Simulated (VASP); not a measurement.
A convergence study with VASP on Si (diamond): a few settings are varied, all else stays as given below, so the limit is that of these other settings.

```
CELL_PARAMETERS angstrom
      0.00000     2.71550     2.71550
      2.71550     0.00000     2.71550
      2.71550     2.71550     0.00000
ATOMIC_POSITIONS crystal
  Si 0.00000 0.00000 0.00000
  Si 0.25000 0.25000 0.25000
```

Level of theory: LDA (Ceperley-Alder, Perdew-Zunger), VASP's LDA PAW potentials (set 64) (plane waves; VASP 6.6.1). The last row used: 550 eV cut-off, 15×15×15 Γ-centred mesh, second-order Methfessel-Paxton smearing of 0.40 eV, potentials Si.

Gaps are read on the run's mesh, which can miss a band edge.

```tsv
setting	E (eV/atom)	pressure (GPa)	gap on the mesh (eV)	irreducible k-points
ISMEAR = -1, SIGMA = 0.01, 4×4×4 mesh	-5.8596	-0.86	0.574	8
ISMEAR = -1, SIGMA = 0.1, 4×4×4 mesh	-5.8589	-0.91	0.576	8
ISMEAR = 0, SIGMA = 0.01, 4×4×4 mesh	-5.8596	-0.86	0.574	8
ISMEAR = 0, SIGMA = 0.2, 4×4×4 mesh	-5.8593	-0.88	0.575	8
ISMEAR = 1, SIGMA = 0.05, 4×4×4 mesh	-5.8596	-0.86	0.574	8
ISMEAR = 1, SIGMA = 0.2, 4×4×4 mesh	-5.8596	-0.84	0.573	8
ISMEAR = 2, SIGMA = 0.05, 4×4×4 mesh	-5.8596	-0.86	0.574	8
ISMEAR = 2, SIGMA = 0.2, 4×4×4 mesh	-5.8594	-0.87	0.574	8
ISMEAR = -1, SIGMA = 0.01, 9×9×9 mesh	-5.9576	-1.46	0.479	35
ISMEAR = -1, SIGMA = 0.2, 9×9×9 mesh	…	…	…	35
ISMEAR = 0, SIGMA = 0.01, 9×9×9 mesh	-5.9576	-1.46	0.479	35
ISMEAR = 0, SIGMA = 0.4, 9×9×9 mesh	-5.9568	-1.49	0.482	35
ISMEAR = 1, SIGMA = 0.05, 9×9×9 mesh	-5.9576	-1.46	0.479	35
ISMEAR = 1, SIGMA = 0.4, 9×9×9 mesh	-5.9577	-1.44	0.478	35
ISMEAR = 2, SIGMA = 0.05, 9×9×9 mesh	-5.9576	-1.46	0.479	35
ISMEAR = 2, SIGMA = 0.4, 9×9×9 mesh	-5.9576	-1.45	0.479	35
ISMEAR = -1, SIGMA = 0.05, 15×15×15 mesh	-5.9586	-1.46	0.479	120
ISMEAR = -1, SIGMA = 0.2, 15×15×15 mesh	-5.9566	-1.50	0.483	120
ISMEAR = 0, SIGMA = 0.1, 15×15×15 mesh	-5.9586	-1.46	0.479	120
ISMEAR = 0, SIGMA = 0.4, 15×15×15 mesh	-5.9579	-1.48	0.481	120
ISMEAR = 1, SIGMA = 0.1, 15×15×15 mesh	-5.9586	-1.46	0.479	120
ISMEAR = 1, SIGMA = 0.4, 15×15×15 mesh	-5.9587	-1.45	0.479	120
ISMEAR = 2, SIGMA = 0.1, 15×15×15 mesh	-5.9586	-1.46	0.479	120
ISMEAR = 2, SIGMA = 0.4, 15×15×15 mesh	…	-1.45	0.479	120
```

Question: Fill in the missing entries.

Answer: 
- ISMEAR = 2, SIGMA = 0.4, 15×15×15 mesh, E (eV/atom): -5.9585
- ISMEAR = -1, SIGMA = 0.2, 9×9×9 mesh, E (eV/atom): -5.9557
- ISMEAR = -1, SIGMA = 0.2, 9×9×9 mesh, pressure (GPa): -1.52
- ISMEAR = -1, SIGMA = 0.2, 9×9×9 mesh, gap on the mesh (eV): 0.484

Left out are rungs that failed or repeat a setting and relaxations that didn't move; long series are thinned to 24 rows.

The compound is Si in the diamond structure. The cell was not relaxed at this level.
